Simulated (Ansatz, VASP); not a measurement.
# GaCuSe2: VASP beside Ansatz

Aim: how closely do two programs agree when they are given the same cell, functional and k mesh? The cell is taken from a series of runs on this material, whose earlier steps may have relaxed, scaled, displaced or heated it; both programs get it as it stands.

Main program and level: Ansatz 0.2.0; plane waves, with VASP 6.6.1 beside it; single point at HSE06.

**1. Starting point**

Symmetry: I-42d, No. 122, tetragonal system. Conventional cell: a = 5.619 Å, b = 5.619 Å, c = 11.026 Å, α = 90.00°, β = 90.00°, γ = 90.00°. Nearest to Ga lie 4 Se at 2.42 Å. Nearest to Cu lie 4 Se at 2.42 Å. Nearest to Se lie 2 Ga at 2.42 Å and 2 Cu at 2.42 Å. Farther neighbours and most contacts between anions are not listed.

Structure file:

```
Ga Cu Se
1.0
    -2.80955    2.80955    5.51300
     2.80955   -2.80955    5.51300
     2.80955    2.80955   -5.51300
Ga Cu Se
2 2 4
Direct
  0.50000 0.50000 0.00000
  0.25000 0.75000 0.50000
  0.00000 0.00000 0.00000
  0.75000 0.25000 0.50000
  0.37500 0.37562 0.50062
  0.62438 0.12500 0.99938
  0.87500 0.87438 0.49938
  0.12562 0.62500 0.00062
```

**2. VASP: single point, HSE06**

A single point gives forces, pressure and levels at one fixed geometry, so differences don't come from the geometry; what else differs is listed under the comparison.

Lines of VASP's logs that name or quote its potential files are left out, and so is its time.

The run reads the wave functions of an earlier VASP run, which isn't shown here.

INCAR

```
SYSTEM = GaCuSe2
PREC = Accurate
ENCUT = 400
EDIFF = 1E-06
NELM = 100
ISMEAR = 0
SIGMA = 0.01
LREAL = .FALSE.
ALGO = Normal
LHFCALC = .TRUE.
AEXX = 0.25
GGA = PE
HFSCREEN = 0.208
LASPH = .TRUE.
NBANDS = 44
PRECFOCK = Fast
LORBIT = 11
LWAVE = .FALSE.
LCHARG = .FALSE.
KPAR = 8
NCORE = 2
ISIF = 2
```

POSCAR

```
GaCuSe2
1.0
   -2.8095500000      2.8095500000      5.5130000000
    2.8095500000     -2.8095500000      5.5130000000
    2.8095500000      2.8095500000     -5.5130000000
Ga Cu Se
2 2 4
Direct
    0.5000000000      0.5000000000      0.0000000000
    0.2500000000      0.7500000000      0.5000000000
    0.0000000000      0.0000000000      0.0000000000
    0.7500000000      0.2500000000      0.5000000000
    0.3750000000      0.3756200000      0.5006200000
    0.6243800000      0.1250000000      0.9993800000
    0.8750000000      0.8743800000      0.4993800000
    0.1256200000      0.6250000000      0.0006200000
```

KPOINTS

```
Automatic mesh
0
Gamma
4 4 4
0 0 0
```

The projector-augmented-wave data sets are Ga_d, Cu and Se (PBE family, release 64).

Command:

```bash
$ mpirun -np 16 vasp_std
```

Numbers of over 12 decimals in the logs are rounded to 6 here.

Output:

```text
[banner, memory and clock lines left out]
running   16 mpi-ranks, on    1 nodes
 distrk:  each k-point on    2 cores,    8 groups
 distr:  one band on    2 cores,    1 groups

 POSCAR found type information on POSCAR GaCuSe
 POSCAR found :  3 types and       8 ions
 LDA part: xc-table for (Slater+PW92), standard interpolation
 found WAVECAR, reading the header
 POSCAR, INCAR and KPOINTS ok, starting setup
 FFT: planning ... GRIDC
 FFT: planning ... GRID_SOFT
 FFT: planning ... GRID
 reading WAVECAR
 the WAVECAR file was read successfully
 initial charge from wavefunction
 entering main loop
       N       E                     dE             d eps       ncg     rms          rms(c)
DAV:   1    -0.369053620505E+02   -0.36905E+02   -0.33229E+00  1760   0.460E+01    0.322E+00
DAV:   2    -0.367366183283E+02    0.16874E+00   -0.22533E+00  1472   0.368E+01    0.259E+00
DAV:   3    -0.367741074148E+02   -0.37489E-01   -0.25808E-01  1304   0.310E+00    0.168E+00
DAV:   4    -0.367682176420E+02    0.58898E-02   -0.51162E-02  1412   0.523E+00    0.999E-01
DAV:   5    -0.367681915676E+02    0.26074E-04   -0.99495E-03  1804   0.138E+00    0.555E-01
DAV:   6    -0.367679148830E+02    0.27668E-03   -0.11931E-03  1740   0.598E-01    0.302E-01
DAV:   7    -0.367678127584E+02    0.10212E-03   -0.30221E-04  1712   0.296E-01    0.166E-01
DAV:   8    -0.367677840887E+02    0.28670E-04   -0.51371E-05  1600   0.439E-02    0.898E-02
DAV:   9    -0.367677737559E+02    0.10333E-04   -0.92865E-06  1548   0.521E-02    0.488E-02
DAV:  10    -0.367677704150E+02    0.33408E-05   -0.22374E-06   848   0.138E-02    0.276E-02
DAV:  11    -0.367677694284E+02    0.98665E-06   -0.11958E-06   724   0.884E-03
   1 F= -.36767769E+02 E0= -.36767769E+02  d E =-.113546E-27
```

OUTCAR, selected parts (step 2):

```text
ion  position               nearest neighbor table
   1  0.500  0.500  0.000-   7 2.42   8 2.42   5 2.42   6 2.42
   2  0.250  0.750  0.500-   5 2.42   6 2.42   8 2.42   7 2.42
   3  0.000  0.000  0.000-   6 2.42   8 2.42   7 2.42   5 2.42
   4  0.750  0.250  0.500-   5 2.42   7 2.42   6 2.42   8 2.42
   5  0.375  0.376  0.501-   2 2.42   1 2.42   4 2.42   3 2.42
   6  0.624  0.125  0.999-   2 2.42   1 2.42   4 2.42   3 2.42
   7  0.875  0.874  0.499-   1 2.42   2 2.42   3 2.42   4 2.42
   8  0.126  0.625  0.001-   1 2.42   2 2.42   3 2.42   4 2.42

  LATTYP: Found a body centered tetragonal cell.
 ALAT       =     5.6191000000
 C/A-ratio  =     1.9622359453

 Subroutine GETGRP returns: Found  8 space group operations
 (whereof  4 operations were pure point group operations)

The static configuration has the point symmetry S_4 .
 The point group associated with its full space group is D_2d.

 Found     13 irreducible k-points:

   k-points           NKPTS =     13   k-points in BZ     NKDIM =     64   number of bands    NBANDS=     44

   dimension x,y,z NGX =    48 NGY =   48 NGZ =   48
   dimension x,y,z NGXF=    96 NGYF=   96 NGZF=   96

   ENCUT  =  400.0 eV  29.40 Ry    5.42 a.u.  11.08 11.08 11.08*2*pi/ulx,y,z

   NELECT =      72.0000    total number of electrons

 k-points in reciprocal lattice and weights: Automatic mesh
   0.00000000  0.00000000  0.00000000       0.016
   0.25000000  0.00000000  0.00000000       0.125
   0.50000000  0.00000000  0.00000000       0.062
   0.25000000  0.25000000  0.00000000       0.125
   0.50000000  0.25000000  0.00000000       0.250
  -0.25000000  0.25000000  0.00000000       0.062
   0.50000000  0.50000000  0.00000000       0.031
   0.25000000  0.25000000  0.25000000       0.031
  -0.25000000  0.25000000  0.25000000       0.062
   0.50000000  0.50000000  0.25000000       0.062
  -0.25000000  0.50000000  0.25000000       0.125
  -0.25000000 -0.25000000  0.25000000       0.031
   0.50000000  0.50000000  0.50000000       0.016

  exchange ACFDT corr.  =         0.00000000  see jH, gK, PRB 81, 115126

 average (electrostatic) potential at core
       1 -60.1305       2 -60.1305       3 -58.4711       4 -58.4711       5 -51.0359
       6 -51.0359       7 -51.0359       8 -51.0359

 E-fermi :   3.3413

 k-point     1 :       0.0000    0.0000    0.0000
  band No.  band energies     occupation
    ...
     32       1.1793      2.00000
     33       1.2714      2.00000
     34       3.1484      2.00000
     35       3.1484      2.00000
     36       3.2672      2.00000
     37       4.6905      0.00000
     38       6.1509      0.00000
     39       6.6500      0.00000
     40       8.4270      0.00000
     41       8.4270      0.00000
    ...

 k-point     2 :       0.2500    0.0000    0.0000
  band No.  band energies     occupation
    ...
     32       1.3699      2.00000
     33       1.4968      2.00000
     34       2.0291      2.00000
     35       2.5917      2.00000
     36       2.9941      2.00000
     37       5.9774      0.00000
     38       6.9491      0.00000
     39       7.1501      0.00000
     40       7.7698      0.00000
     41       7.9487      0.00000
    ...

 k-point     3 :       0.5000    0.0000    0.0000
  band No.  band energies     occupation
    ...
     32       1.5370      2.00000
     33       1.6536      2.00000
     34       1.7961      2.00000
     35       1.9328      2.00000
     36       2.6064      2.00000
     37       6.6279      0.00000
     38       7.0206      0.00000
     39       7.6061      0.00000
     40       8.6035      0.00000
     41       8.7025      0.00000
    ...

  Total        0.8953471      0.8953471      0.9900884      0.0000000     -0.0000000      0.0000000
  in kB        8.2410107      8.2410107      9.1130353      0.0000000     -0.0000000      0.0000000
  external PRESSURE =       8.5316855 kB  Pullay stress =       0.0000000 kB

  energy-cutoff  :      400.00
  volume of cell :      174.07
      direct lattice vectors                 reciprocal lattice vectors
    -2.809550000  2.809550000  5.513000000     0.000000000  0.177964443  0.090694722
     2.809550000 -2.809550000  5.513000000     0.177964443  0.000000000  0.090694722
     2.809550000  2.809550000 -5.513000000     0.177964443  0.177964443  0.000000000

 POSITION                                       TOTAL-FORCE (eV/Angst)
 -----------------------------------------------------------------------------------
      0.00000      0.00000      5.51300         0.000000     -0.000000     -0.000000
      2.80955     -0.00000      2.75650         0.000000     -0.000000      0.000000
      0.00000      0.00000      0.00000         0.000000     -0.000000      0.000000
     -0.00000      2.80955      2.75650         0.000000     -0.000000     -0.000000
      1.40826      1.40478      1.37825         0.013710     -0.000000     -0.000000
      1.40477      4.21084     -1.37825         0.000000     -0.013710      0.000000
      1.40129      1.40477      6.89125        -0.013710     -0.000000      0.000000
      1.40478     -1.40129      4.13475         0.000000      0.013710     -0.000000
 -----------------------------------------------------------------------------------
    total drift:                               -0.000058     -0.000040     -0.000048

  FREE ENERGIE OF THE ION-ELECTRON SYSTEM (eV)
  ---------------------------------------------------
  free  energy   TOTEN  =       -36.7677694284 eV

  energy  without entropy=      -36.7677694284  energy(sigma->0) =      -36.76776943

 total charge
# of ion       s       p       d       tot
------------------------------------------
    1        0.820   0.736  10.043  11.599
    2        0.820   0.736  10.043  11.599
    3        0.337   0.326   9.375  10.037
    4        0.337   0.326   9.375  10.037
    5        1.452   2.455   0.046   3.953
    6        1.452   2.455   0.046   3.953
    7        1.452   2.455   0.046   3.953
    8        1.452   2.455   0.046   3.953
--------------------------------------------------
tot          8.118  11.945  39.019  59.082

[... 3 further parts left out ...]
```

This run has no spin polarisation, so a moment on Cu, if there is one, isn't seen.

(Continued in part 2 of 2.)

[Lines on the potential files, build, host, timing and source positions are cut from VASP's logs without a mark.]

[Logs are printed without paths, hosts, clocks, repeated set-up lines and the standing remarks that a program may print on its own settings, such as how far it seeks lower states.]

[Hosts, paths, dates, database ids (printed as entryN), source tags and the programs' standing remarks are cut or masked in the printed files.]
